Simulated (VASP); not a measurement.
```
TiB2
1.0
    1.51551    -2.62494     0.00000
    1.51551     2.62494     0.00000
    0.00000     0.00000     3.22816
Ti B
1 2
Cartesian
  0.00000   0.00000   0.00000
  1.51551   0.87498   1.61408
  1.51551  -0.87498   1.61408
```

Method: PBE GGA, VASP's PBE PAW potentials (set 64) (plane waves; VASP). Settings: 520 eV cut-off, Gaussian smearing of 0.050 eV, potentials Ti_sv B.

### Question
Give the energies of bands 6 to 12 at the high-symmetry points, in eV from the Fermi level.

### Answer

```json
[
 {"band": "6", "Γ": "-2.69", "M": "-9.32", "K": "-8.41", "A": "-7.69", "L": "-7.64", "H": "-8.65"},
 {"band": "7", "Γ": "-2.69", "M": "-3.36", "K": "-7.43", "A": "-0.65", "L": "-4.73", "H": "-5.81"},
 {"band": "8", "Γ": "-2.41", "M": "-3.30", "K": "-1.94", "A": "-0.65", "L": "-3.90", "H": "-3.25"},
 {"band": "9", "Γ": "-2.19", "M": "-2.35", "K": "-1.94", "A": "-0.27", "L": "-3.23", "H": "-3.25"},
 {"band": "10", "Γ": "1.80", "M": "1.25", "K": "1.28", "A": "-0.27", "L": "2.39", "H": "2.42"},
 {"band": "11", "Γ": "1.80", "M": "2.65", "K": "1.28", "A": "0.35", "L": "2.83", "H": "4.14"},
 {"band": "12", "Γ": "3.57", "M": "3.12", "K": "1.90", "A": "0.35", "L": "4.37", "H": "4.14"}
]
```

It has no gap at this level: it comes out as a metal or semimetal.

The compound is TiB2 in the AlB2 type structure. It was relaxed first.
